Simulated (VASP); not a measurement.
# A VASP study of TePt (PBEsol): structure first, properties next

What structure and properties does PBEsol give TePt, and how near are they to the measured ones? The steps: full relaxation (PBEsol), density, ELF and potential (PBEsol), bands along the symmetry lines (PBEsol), density of states (PBEsol), vibrations at Γ (PBEsol), independent-particle dielectric function (PBEsol), volume scan with PBEsol and fit for PBEsol. The start is a cell from a database of measured crystal structures.

Main program and level: VASP 6.6.1; PBEsol; plane waves and PAW (Te, Pt).

**Measured values to reproduce.**

For PtTe, ZrCl-type rhombohedral (flux-grown crystal, 200 K), “Electronic and topological properties of the van der Waals layered superconductor PtTe” (2022, arxiv:2203.06655) gives, by single crystal x-ray diffraction: lattice constant a (a, hexagonal setting) 3.9612 ± 0.0004 Å; lattice constant c (c, hexagonal setting) 19.815 ± 0.002 Å.

Report form: the programs' logs are mostly left out.

The database entry behind the starting cell differs from later determinations by our own check (c about 0.8 % long), so it need not match the best structure at ambient conditions.

## (1) Starting point

Before any relaxation, the start is as follows. The structure is trigonal, space group R-3m (No. 166). Conventional cell: a = 3.963 Å, b = 3.963 Å, c = 19.983 Å, α = 90.00°, β = 90.00°, γ = 120.00°. Nearest to Te lie 3 Pt at 2.59 Å. Nearest to Pt lie 3 Te at 2.59 Å and 3 Pt at 2.72 Å. Farther neighbours and most contacts between anions are not listed.

## (2) Full relaxation (PBEsol)

The start need not lie at this functional's minimum. ISIF = 3 frees volume, shape and positions, and EDIFFG sets the threshold on forces and stress at which the search stops. PBEsol restores the gradient expansion of exchange and is tuned for the cells of solids.

INCAR reads:

```
SYSTEM = TePt
PREC = Accurate
ENCUT = 400
EDIFF = 1E-06
NELM = 100
ISMEAR = 0
SIGMA = 0.05
LREAL = .FALSE.
ALGO = Normal
GGA = PS
NBANDS = 22
LASPH = .TRUE.
LORBIT = 11
LWAVE = .FALSE.
LCHARG = .FALSE.
KPAR = 4
IBRION = 2
NSW = 60
ISIF = 3
EDIFFG = -0.01
```

POSCAR reads:

```
TePt
1.0
    1.9815661262      1.1440577364      6.6610334788
   -1.9815661262      1.1440577364      6.6610334788
    0.0000000000     -2.2881154728      6.6610334788
Te Pt
2 2
Direct
    0.5980000000      0.5980000000      0.5980000000
    0.4020000000      0.4020000000      0.4020000000
    0.8703333333      0.8703333333      0.8703333333
    0.1296666667      0.1296666667      0.1296666667
```

KPOINTS reads:

```
Automatic mesh
0
Gamma
7 7 7
0 0 0
```

The projector-augmented-wave data sets are Te and Pt (PBE family, release 64).

On the command line:

```bash
$ mpirun -np 4 vasp_std
```

Run time: 2.4 min. Hardware: 4 MPI ranks of AMD EPYC 9R45, shared host; peak memory 1.4 GiB; 8.9 min of CPU time.

The k-mesh is coarse for a metal. The bonds form layers, held to each other by dispersion, which PBEsol lacks, so the spacing between them is unreliable. The PAW data sets were made with PBE, which is usual practice but a small mismatch for other functionals. The run keeps the 12 symmetry operations of its start, so it cannot find a distortion of lower symmetry.

The steps of the relaxation:

```tsv
step	energy less that of the first step (eV)	largest force (eV/Å)	pressure (GPa)	volume (Å³)
1	0.0000	0.1458	-0.54	90.60
2	-0.0012	0.1422	0.79	89.60
3	-0.0019	0.1146	0.29	89.97
4	-0.0030	0.0463	-0.07	90.01
5	-0.0030	0.0305	-0.02	90.01
6	-0.0032	0.0214	-0.05	89.97
7	-0.0034	0.0048	-0.11	89.86
8	-0.0034	0.0213	0.20	89.61
9	-0.0034	0.0089	0.03	89.75
```

```tsv
conventional cell, symmetrised	before	after	change
a (Å)	3.963	3.955	-0.2 %
b (Å)	3.963	3.955	-0.2 %
c (Å)	19.983	19.880	-0.5 %
volume (Å³/atom)	22.65	22.44	-0.9 %
```

The atoms that moved most (Å, as changes of fractional coordinates times the final cell):

```tsv
atom	dx	dy	dz	length
Te2	0.000	0.000	-0.014	0.014
Te1	0.000	0.000	0.014	0.014
Pt4	0.000	0.000	0.006	0.006
Pt3	0.000	0.000	-0.006	0.006
```

Final coordinates:

```xyz
4
Lattice="1.9773 1.1416 6.6268 -1.9773 1.1416 6.6268 0.0000 -2.2831 6.6268" Properties=species:S:1:pos:R:3 pbc="T T T"
Te    0.0000    0.0000   11.9029
Te    0.0000    0.0000    7.9774
Pt    0.0000    0.0000   17.2968
Pt    0.0000    0.0000    2.5835
```

Numbers from this step:

```yaml
electrons: 32
bands: 22
irreducible_k_points: 44
symmetry_operations: 12
free_energy_toten: -22.36 eV
energy_at_zero_smearing: -22.36 eV
fermi_energy: 8.368 eV
pressure: 0.03117 GPa
metallic: yes
scf_cycles_over_all_ionic_steps: 62
```

It ends with a largest force of 0.009 eV/Å and a pressure of 0.03 GPa. The volume lies -0.9 % from that of the database's start, which holds the thermal and zero-point expansion of its experiment.

## (3) Density, ELF and potential (PBEsol)

The relaxed cell gets a fresh self-consistent run, on a basis set for its own volume, to fix the density and to check the remaining stress.

Changes to INCAR since step 2:

```diff
@@ -14,7 +14,5 @@
 LWAVE = .FALSE.
-LCHARG = .FALSE.
-KPAR = 4
-IBRION = 2
-NSW = 60
-ISIF = 3
-EDIFFG = -0.01
+LCHARG = .TRUE.
+ISIF = 2
+LELF = .TRUE.
+LVHAR = .TRUE.
```

POSCAR reads:

```
TePt
1.0
    1.9772619222      1.1415727030      6.6267833343
   -1.9772619222      1.1415727030      6.6267833343
    0.0000000000     -2.2831454061      6.6267833343
Te Pt
2 2
Direct
    0.5987281417      0.5987281417      0.5987281417
    0.4012718583      0.4012718583      0.4012718583
    0.8700474103      0.8700474103      0.8700474103
    0.1299525897      0.1299525897      0.1299525897
```

KPOINTS is that of step 2.

On the command line:

```bash
$ mpirun -np 4 vasp_std
```

Elapsed: 33 s, on 4 MPI ranks; peak memory 0.69 GiB.

Numbers from this step:

```yaml
scf_cycles: 14
bands: 24
pressure: 0.01701 GPa
```

Valence electrons inside each PAW sphere by angular momentum. Sphere charges, by row:

```tsv
atom	s (e)	p (e)	d (e)	tot (e)
Te1	1.392	1.846	0.091	3.328
Te2	1.392	1.846	0.091	3.328
Pt3	0.685	0.595	8.138	9.418
Pt4	0.685	0.595	8.138	9.418
```

ELF in the ac plane of the conventional cell at fractional y = 0.333, with atoms of Te and Pt within 0.2 Å of it. It is the smooth field of the valence electrons, not physical close to the nuclei.

Values, 24 rows by 14 columns, each cell a mean:
```
0.28 0.13 0.09 0.11 0.24 0.48 0.71 0.84 0.87 0.88 0.88 0.85 0.76 0.56
0.49 0.29 0.22 0.26 0.44 0.67 0.80 0.80 0.71 0.64 0.69 0.78 0.81 0.73
0.37 0.32 0.33 0.32 0.35 0.47 0.61 0.68 0.67 0.66 0.67 0.68 0.63 0.51
0.29 0.32 0.34 0.33 0.29 0.26 0.23 0.21 0.21 0.20 0.21 0.21 0.23 0.25
0.29 0.32 0.34 0.32 0.29 0.28 0.28 0.29 0.30 0.30 0.30 0.30 0.29 0.28
0.40 0.33 0.32 0.32 0.38 0.53 0.67 0.73 0.70 0.66 0.69 0.72 0.70 0.58
0.48 0.26 0.19 0.23 0.42 0.67 0.81 0.82 0.75 0.69 0.73 0.81 0.82 0.73
0.23 0.13 0.11 0.12 0.20 0.39 0.61 0.78 0.84 0.86 0.85 0.79 0.67 0.46
0.37 0.48 0.53 0.50 0.39 0.27 0.18 0.19 0.23 0.26 0.24 0.20 0.18 0.24
0.59 0.67 0.70 0.69 0.61 0.46 0.27 0.11 0.05 0.03 0.04 0.09 0.22 0.41
0.41 0.46 0.48 0.47 0.42 0.34 0.24 0.14 0.10 0.09 0.10 0.13 0.21 0.31
0.28 0.29 0.31 0.30 0.28 0.28 0.27 0.28 0.29 0.30 0.29 0.28 0.27 0.28
0.27 0.23 0.20 0.22 0.27 0.31 0.33 0.17 0.06 0.04 0.05 0.14 0.30 0.33
0.45 0.48 0.48 0.48 0.46 0.40 0.36 0.27 0.21 0.19 0.20 0.26 0.34 0.39
0.57 0.65 0.68 0.67 0.59 0.47 0.34 0.28 0.29 0.30 0.29 0.28 0.32 0.43
0.29 0.38 0.41 0.39 0.31 0.21 0.12 0.07 0.06 0.05 0.05 0.07 0.11 0.18
0.36 0.46 0.49 0.47 0.39 0.27 0.16 0.10 0.09 0.09 0.09 0.10 0.14 0.23
0.58 0.65 0.67 0.66 0.59 0.48 0.36 0.31 0.33 0.35 0.33 0.32 0.34 0.44
0.40 0.41 0.40 0.41 0.40 0.37 0.35 0.23 0.13 0.11 0.12 0.20 0.33 0.37
0.27 0.23 0.20 0.22 0.26 0.30 0.33 0.21 0.11 0.09 0.10 0.18 0.31 0.32
0.29 0.32 0.34 0.32 0.29 0.27 0.25 0.25 0.26 0.27 0.27 0.25 0.25 0.27
0.46 0.52 0.54 0.53 0.47 0.38 0.25 0.13 0.08 0.07 0.07 0.12 0.22 0.34
0.58 0.67 0.70 0.69 0.60 0.45 0.25 0.10 0.05 0.03 0.04 0.09 0.21 0.39
0.29 0.38 0.43 0.40 0.31 0.23 0.21 0.28 0.37 0.41 0.38 0.30 0.23 0.21
```
Columns run along a (4.0 Å), rows up along c (19.9 Å), edges of the conventional cell, whose origin can differ from the input's. Atoms in or near the plane, at fractional coordinates: Te at (0.67, 0.93), Te at (0.67, 0.73), Pt at (0.67, 0.20), Pt at (0.67, 0.46).

Electrostatic potential energy in the ac plane of the conventional cell at fractional y = 0.333, with atoms of Te and Pt within 0.2 Å of it. With pseudopotentials it is smooth inside the atoms' cores, unlike the true potential.

Values in eV, 24 rows by 14 columns, each cell a mean:
```
  2   3   3   3   2   0  -5 -20 -33 -39 -36 -23  -9  -1
 -1   2   3   2   0  -6 -29 -68 -75 -75 -75 -70 -41  -9
  0   0  -1   0   0  -2  -7 -24 -38 -44 -41 -27 -11  -3
  0  -1  -2  -1   0   1   2   2   2   1   1   2   2   2
  0  -1  -2  -1   0   1   1   1   0  -1  -1   1   1   1
 -1   0   0   0   0  -3 -12 -36 -52 -57 -54 -41 -18  -4
  0   2   3   3   0  -5 -26 -64 -73 -74 -74 -67 -37  -8
  2   3   3   3   3   1  -2 -10 -19 -24 -21 -12  -4   0
  1   0   0   0   1   2   3   3   3   3   3   3   3   2
 -2  -4  -5  -5  -3   0   2   3   4   4   4   3   2   0
 -1  -3  -4  -4  -2   1   2   3   4   4   4   4   3   1
  1   0  -1   0   1   1   0  -5 -10 -13 -12  -6  -1   1
  1   2   2   2   1  -3 -19 -45 -60 -66 -63 -49 -26  -5
 -1  -2  -2  -2  -1  -2 -10 -28 -41 -47 -44 -31 -14  -3
 -2  -4  -5  -4  -2   0   1   2   1   1   1   2   2   0
  2   1   1   1   2   3   3   4   4   4   4   4   4   3
  1   0   0   0   1   2   3   4   4   4   4   4   3   2
 -2  -4  -5  -5  -3  -1   1   0  -3  -4  -3  -1   1   0
 -1   0  -1   0   0  -3 -14 -37 -52 -57 -54 -40 -20  -4
  1   2   2   2   1  -2 -15 -38 -53 -59 -56 -42 -21  -4
  0  -1  -2  -1   0   1   1  -1  -4  -5  -4  -1   1   1
 -2  -4  -5  -4  -2   0   2   3   4   4   4   4   3   1
 -2  -4  -5  -4  -2   0   2   3   4   4   4   3   2   1
  2   1   1   1   2   2   3   2   2   2   2   2   3   2
```
Columns run along a (4.0 Å; values clipped at the 3rd and 97th percentile), rows up along c (19.9 Å), edges of the conventional cell, whose origin can differ from the input's. Atoms in or near the plane, at fractional coordinates: Te at (0.67, 0.93), Te at (0.67, 0.73), Pt at (0.67, 0.20), Pt at (0.67, 0.46).

Valence density in the ac plane of the conventional cell at fractional y = 0.333, with atoms of Te and Pt within 0.2 Å of it. It is the smooth field of the valence electrons, not physical close to the nuclei.

Values in e/Å³, 24 rows by 14 columns, each cell a mean:
```
 0.1  0.1  0.1  0.1  0.1  0.2  0.3  0.4  0.4  0.4  0.4  0.4  0.3  0.2
 0.2  0.2  0.1  0.1  0.2  0.3  0.5  0.4  0.1 -0.2  0.0  0.4  0.5  0.4
 0.3  0.3  0.3  0.3  0.3  0.3  0.4  0.4  0.4  0.3  0.4  0.4  0.4  0.3
 0.3  0.4  0.4  0.4  0.3  0.2  0.2  0.1  0.1  0.1  0.1  0.1  0.2  0.2
 0.3  0.4  0.4  0.4  0.3  0.2  0.2  0.2  0.2  0.2  0.2  0.2  0.2  0.2
 0.3  0.3  0.3  0.3  0.3  0.3  0.4  0.5  0.3  0.3  0.3  0.4  0.4  0.4
 0.2  0.1  0.1  0.1  0.2  0.3  0.5  0.4  0.1 -0.1  0.0  0.4  0.5  0.4
 0.1  0.1  0.1  0.1  0.1  0.1  0.2  0.3  0.4  0.4  0.4  0.3  0.3  0.2
 0.1  0.2  0.2  0.2  0.1  0.1  0.1  0.1  0.1  0.1  0.1  0.1  0.1  0.1
 0.3  0.4  0.4  0.4  0.3  0.2  0.1  0.1  0.0  0.0  0.0  0.1  0.1  0.2
 0.3  0.5  0.5  0.5  0.4  0.2  0.2  0.1  0.1  0.1  0.1  0.1  0.1  0.2
 0.3  0.3  0.4  0.3  0.3  0.3  0.3  0.4  0.6  0.7  0.7  0.5  0.3  0.3
 0.3  0.2  0.2  0.2  0.2  0.4  0.8  1.7  2.5  3.1  2.7  1.9  1.1  0.5
 0.3  0.3  0.2  0.3  0.3  0.4  0.6  1.2  1.7  2.0  1.8  1.3  0.7  0.4
 0.2  0.3  0.3  0.3  0.2  0.2  0.2  0.2  0.2  0.2  0.2  0.2  0.2  0.2
 0.1  0.1  0.2  0.1  0.1  0.1  0.1  0.0  0.0  0.0  0.0  0.0  0.1  0.1
 0.1  0.2  0.2  0.2  0.1  0.1  0.1  0.1  0.0  0.0  0.0  0.1  0.1  0.1
 0.3  0.3  0.3  0.3  0.3  0.2  0.2  0.3  0.4  0.4  0.4  0.3  0.3  0.2
 0.3  0.2  0.2  0.2  0.3  0.4  0.7  1.4  2.1  2.6  2.3  1.6  0.9  0.5
 0.2  0.2  0.2  0.2  0.2  0.4  0.7  1.5  2.2  2.7  2.4  1.6  0.9  0.4
 0.3  0.4  0.4  0.4  0.3  0.3  0.2  0.3  0.4  0.4  0.4  0.3  0.3  0.2
 0.3  0.5  0.5  0.5  0.4  0.2  0.2  0.1  0.1  0.1  0.1  0.1  0.1  0.2
 0.2  0.3  0.4  0.3  0.3  0.2  0.1  0.1  0.0  0.0  0.0  0.1  0.1  0.2
 0.1  0.1  0.1  0.1  0.1  0.1  0.1  0.1  0.1  0.1  0.1  0.1  0.1  0.1
```
Columns run along a (4.0 Å), rows up along c (19.9 Å), edges of the conventional cell, whose origin can differ from the input's. Atoms in or near the plane, at fractional coordinates: Te at (0.67, 0.93), Te at (0.67, 0.73), Pt at (0.67, 0.20), Pt at (0.67, 0.46).

In this run the pressure is 0.02 GPa, small enough to go on.

## (4) Bands along the symmetry lines (PBEsol)

The mesh alone shows little of the dispersion and can miss band extrema, so KPOINTS_OPT adds a path through the symmetry points after the self-consistent cycle.

INCAR reads:

```
SYSTEM = TePt
PREC = Accurate
ENCUT = 400
EDIFF = 1E-06
NELM = 100
ISMEAR = 0
SIGMA = 0.05
LREAL = .FALSE.
ALGO = Normal
GGA = PS
NBANDS = 30
LASPH = .TRUE.
LORBIT = 11
LWAVE = .FALSE.
LCHARG = .FALSE.
KPAR = 4
```

POSCAR is that of step 3.

KPOINTS is that of step 3.

KPOINTS_OPT reads:

```
Line mode
16
Line-mode
Reciprocal
  0.00000000   0.00000000   0.00000000 GAMMA
  0.50000000   0.00000000   0.00000000 L

  0.50000000   0.00000000   0.00000000 L
  0.50000000   0.18645050  -0.18645050 B1

  0.81354950   0.50000000   0.18645050 B
  0.50000000   0.50000000   0.50000000 Z

  0.50000000   0.50000000   0.50000000 Z
  0.00000000   0.00000000   0.00000000 GAMMA

  0.00000000   0.00000000   0.00000000 GAMMA
  0.34322525   0.00000000  -0.34322525 X

  0.65677475   0.34322525   0.00000000 Q
  0.50000000   0.50000000   0.00000000 F

  0.50000000   0.50000000   0.00000000 F
  0.65677475   0.65677475   0.18645050 P1

  0.65677475   0.65677475   0.18645050 P1
  0.50000000   0.50000000   0.50000000 Z

  0.50000000   0.00000000   0.00000000 L
  0.81354950   0.34322525   0.34322525 P
```

On the command line:

```bash
$ mpirun -np 4 vasp_std
```

The job ended after 1.7 min (4 MPI ranks; peak memory 1.4 GiB).

Spin-orbit coupling is off here; with elements this heavy it splits and shifts levels by tenths of an eV or more.

This step gave:

- SCF cycles: 13
- bands: 30
- pressure: 0.02279 GPa

The electronic bands at the labelled points (eV, zero at the Fermi level; # counts the bands kept):

```tsv
point	#11	#12	#13	#14	#15	#16	#17	#18
Γ	-1.68	0.70	0.70	0.94	1.28	2.93	2.93	4.64
0.53 of the way	-1.85	-1.66	-0.72	0.30	1.24	1.65	3.40	4.28
L	-2.45	-1.94	-1.78	-0.99	0.38	1.37	2.01	3.84
0.53 of the way	-2.35	-1.83	-1.62	-1.50	-1.05	1.58	3.02	5.53
B1	-2.29	-2.00	-1.22	-1.19	-0.30	1.20	3.41	3.45
jump to B	-2.29	-2.00	-1.22	-1.19	-0.30	1.20	3.41	3.45
0.47 of the way	-1.73	-1.59	-0.70	-0.34	1.39	1.44	2.58	4.32
Z	-1.62	-1.61	1.30	1.30	1.97	1.97	3.60	4.60
0.47 of the way	-1.67	-0.77	0.94	0.94	2.48	2.48	2.80	4.47
Γ	-1.68	0.70	0.70	0.94	1.28	2.93	2.93	4.64
0.53 of the way	-1.74	-1.74	-0.84	-0.74	-0.08	2.52	4.06	5.57
X	-2.26	-2.01	-1.47	-0.73	-0.67	1.26	3.09	4.14
jump to Q	-2.26	-2.01	-1.47	-0.73	-0.67	1.26	3.09	4.14
0.47 of the way	-2.33	-2.11	-1.69	-0.67	-0.15	1.45	3.72	3.96
F	-2.42	-1.73	-1.73	-1.33	-1.10	2.64	3.93	4.83
0.47 of the way	-2.38	-1.72	-1.68	-1.38	-1.01	2.57	3.57	4.84
P1	-2.25	-1.72	-1.55	-1.48	-0.79	2.35	2.88	4.82
0.47 of the way	-1.76	-1.41	-0.39	-0.18	0.42	2.52	2.65	4.92
Z	-1.62	-1.61	1.30	1.30	1.97	1.97	3.60	4.60
jump to L	-2.45	-1.94	-1.78	-0.99	0.38	1.37	2.01	3.84
0.53 of the way	-2.34	-1.89	-1.72	-1.24	-0.03	1.75	2.23	4.26
P	-2.25	-1.72	-1.55	-1.48	-0.79	2.35	2.88	4.82
```

Of the projections kept (Te, Pt), the largest for each band there; the rest of the weight can lie on other orbitals:

```tsv
point	#11	#12	#13	#14	#15	#16	#17	#18
Γ	Pt 0.95	Te 0.64	Te 0.64	Te 0.65	Te 0.51	Te 0.51	Te 0.51	Te 0.74
L	Pt 0.98	Pt 0.85	Pt 0.97	Te 0.53	Te 0.62	Pt 0.66	Pt 0.78	Pt 0.68
B1	Pt 0.93	Pt 0.90	Pt 0.80	Pt 0.79	Pt 0.64	Pt 0.76	Pt 0.66	Pt 0.65
B	Pt 0.93	Pt 0.90	Pt 0.80	Pt 0.79	Pt 0.64	Pt 0.76	Pt 0.66	Pt 0.65
Z	Pt 0.92	Pt 0.69	Te 0.64	Te 0.64	Te 0.52	Te 0.52	Te 0.63	Te 0.51
Γ	Pt 0.95	Te 0.64	Te 0.64	Te 0.65	Te 0.51	Te 0.51	Te 0.51	Te 0.74
```

There is no gap at this level.

## (5) Density of states (PBEsol)

Here the states are counted by energy and projected on the atoms. The mesh is finer than in the run before.

Changes to INCAR since step 4:

```diff
@@ -5,3 +5,3 @@
 NELM = 100
-ISMEAR = 0
+ISMEAR = -5
 SIGMA = 0.05
@@ -16 +16,2 @@
 KPAR = 4
+NEDOS = 2001
```

POSCAR is that of step 4.

KPOINTS reads:

```
Automatic mesh
0
Gamma
10 10 10
0 0 0
```

On the command line:

```bash
$ mpirun -np 4 vasp_std
```

Wall time 90 s (4 MPI ranks); peak memory 1.7 GiB.

With tetrahedra the forces and stress of a metal are not exact derivatives of the energy.

Numbers from this step:

```yaml
scf_cycles: 14
irreducible_k_points: 116
fermi_energy: 8.396 eV
pressure: 0.06499 GPa
dos_at_the_fermi_level: 1.956 states/eV/cell
```

The density of states has structure finer than the step of the table below, so its rows give means over 0.5 eV, whole bins alone (the curve runs from -12.0 to 4.71 eV). Peaks (eV: height): total -5.05: 7.19, -2.44: 8.22, -1.92: 8.22, -1.70: 8.16; Pt d -2.44: 6.36, -2.29: 4.82, -1.92: 6.41, -1.77: 6.09; Te p -6.39: 0.848, -5.20: 1.11, -4.75: 0.701, -4.30: 0.698; Pt p -4.01: 0.31, -3.56: 0.215, -0.95: 0.295, -0.28: 0.259; Pt s -6.39: 1.21, -1.62: 0.264, 3.29: 0.262.

States under -12.0 eV and over 4.7 eV are left out. Density of states against energy, zero at the Fermi level; means over each step; values in states/eV/cell:

```tsv
energy (eV)	total	Pt d	Te p	Pt p	Pt s	Te s	Te d
-11.5	3.35	0.224	0.0208	0.0966	0.0871	2.14	7.1e-4
-11.0	0.00472	0	0	0	0	0	0
-10.5	0	0	0	0	0	0	0
-10.0	0	0	0	0	0	0	0
-9.5	0	0	0	0	0	0	0
-9.0	0	0	0	0	0	0	0
-8.5	0	0	0	0	0	0	0
-8.0	0	0	0	0	0	0	0
-7.5	0	0	0	0	0	0	0
-7.0	0.0292	0.00264	0.00604	9.2e-4	0.00651	8.5e-4	4.5e-5
-6.5	2.87	0.463	0.544	0.0738	0.738	0.0619	0.0113
-6.0	3.33	1.12	0.640	0.0695	0.397	0.0574	0.0118
-5.5	3.50	1.95	0.587	0.0593	0.122	0.0296	0.0154
-5.0	5.58	3.21	0.826	0.153	0.189	0.0442	0.0334
-4.5	4.96	2.99	0.601	0.153	0.166	0.0640	0.0334
-4.0	4.78	2.91	0.550	0.215	0.137	0.0437	0.0336
-3.5	4.52	2.80	0.555	0.180	0.0627	0.0496	0.0314
-3.0	3.50	2.36	0.354	0.125	0.0436	0.0347	0.0249
-2.5	6.14	4.59	0.397	0.139	0.125	0.0270	0.0400
-2.0	6.43	4.84	0.387	0.155	0.131	0.0582	0.0528
-1.5	4.78	2.95	0.543	0.229	0.151	0.0747	0.0337
-1.0	2.51	0.981	0.550	0.266	0.0497	0.0339	0.0163
-0.5	2.03	0.681	0.518	0.230	0.0327	0.0307	0.0149
0.0	1.99	0.562	0.586	0.233	0.0259	0.0287	0.0170
0.5	1.53	0.398	0.498	0.166	0.0195	0.0243	0.0136
1.0	1.11	0.346	0.336	0.0917	0.0165	0.0254	0.0115
1.5	1.79	0.781	0.422	0.0644	0.0349	0.0414	0.0280
2.0	2.19	0.867	0.577	0.0743	0.0647	0.0410	0.0384
2.5	1.57	0.493	0.350	0.0733	0.137	0.0322	0.0467
3.0	1.49	0.332	0.311	0.101	0.205	0.0349	0.0543
3.5	1.28	0.273	0.284	0.0854	0.190	0.0253	0.0456
4.0	0.673	0.117	0.0980	0.0449	0.125	0.0180	0.0449
```

The finer mesh and the other smearing move the Fermi level by +0.03 eV from the 7×7×7 run, a small shift, which tests the Fermi level alone. Of the states within 0.3 eV of the Fermi level, the largest shares in the PAW spheres are Te p 29 %, Pt d 28 % and Pt p 12 %. The rest lies in smaller channels or between the spheres.

## (6) Vibrations at Γ (PBEsol)

Zone-centre modes test whether the atoms sit at a minimum within this cell. IBRION = 8 takes the force constants from linear response, which needs tightly converged orbitals.

INCAR reads:

```
SYSTEM = TePt
PREC = Accurate
ENCUT = 400
EDIFF = 1E-08
NELM = 100
ISMEAR = 1
SIGMA = 0.2
LREAL = .FALSE.
ALGO = Normal
GGA = PS
NBANDS = 22
LASPH = .TRUE.
LORBIT = 11
LWAVE = .FALSE.
LCHARG = .FALSE.
KPAR = 4
IBRION = 8
ISIF = 2
```

POSCAR is that of step 5.

KPOINTS reads:

```
Automatic mesh
0
Gamma
11 11 11
0 0 0
```

On the command line:

```bash
$ mpirun -np 4 vasp_std
```

Elapsed: 24 min, on 4 MPI ranks; peak memory 7.5 GiB.

Energies printed during the response cycles are not total energies of the cell.

This step gave:

* bands: 22
* irreducible k-points: 146
* pressure of the cell: 0.04707 GPa
* largest force of the cell: 0.02798 eV/Å
* Fermi energy: 8.406 eV

Modes at Γ, with each element's share of the kinetic energy:

```tsv
mode	frequency (cm⁻¹)	symmetry	Te %	Pt %
1	0.0	acoustic	40	60
2	0.0	acoustic	40	60
3	0.0	acoustic	40	60
4	89.6	Eg	64	36
5	89.6	Eg	64	36
6	117.1	A1g	48	52
7	151.8	A2u	60	40
8	159.1	Eu	60	40
9	159.1	Eu	60	40
10	170.8	A1g	52	48
11	179.5	Eg	36	64
12	179.5	Eg	36	64
```

Displacements in mode 4 (89.6 cm⁻¹), the largest set to 1:
```
Te1  0.00 -1.00  0.00
Te2  0.00  1.00  0.00
Pt3  0.00 -0.60  0.00
Pt4  0.00  0.60  0.00
```

Displacements in mode 11 (179.5 cm⁻¹), the largest set to 1:
```
Te1  0.00  0.92  0.00
Te2  0.00 -0.92  0.00
Pt3  0.00 -1.00  0.00
Pt4  0.00  1.00  0.00
```

The three acoustic modes come out at zero, and all others are real. By the characters of their eigenvectors the optical modes sort into (cm⁻¹) Raman active: Eg 90, A1g 117, A1g 171, Eg 180; infrared active: A2u 152, Eu 159. With a centre of inversion no mode is active in both.

(Part 1 of 2 ends here.)

[Lines on the potential files, build, host, timing and source positions are cut from VASP's logs without a mark.]

[Logs are printed without paths, hosts, clocks, repeated set-up lines and the standing remarks that a program may print on its own settings, such as how far it seeks lower states.]

[Hosts, paths, dates, database ids (printed as entryN), source tags and the programs' standing remarks are cut or masked in the printed files.]

[A measured line is paired with the nearest computed mode of its activity, which favours agreement.]
